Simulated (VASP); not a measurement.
Input:

```yaml
crystal:
  lattice:
    - [0.00000, 2.81726, 2.81726]
    - [2.81726, 0.00000, 2.81726]
    - [2.81726, 2.81726, 0.00000]
  atoms:
    - { symbol: Zn, position: [0.00000, 0.00000, 0.00000] }
    - { symbol: Se, position: [0.25000, 0.25000, 0.25000] }
```

Computed with PBEsol GGA, VASP's PBE PAW potentials (set 64) (plane waves; VASP). Settings: 480 eV cut-off, 8×8×8 Γ-centred mesh, Gaussian smearing of 0.050 eV, potentials Zn Se.

Task: Estimate the energy per atom (σ→0), band gap (on the k-mesh) with the smallest direct gap where there is one.

Result: 
```yaml
band gap (on the k-mesh): 1.24 eV
smallest direct gap (on the k-mesh): 1.24 eV
energy per atom (σ→0): -3.386 eV/atom
```

The absolute energy has meaning only against runs of the same code, potentials and settings.

The compound is ZnSe in the zinc blende structure. It was relaxed first.
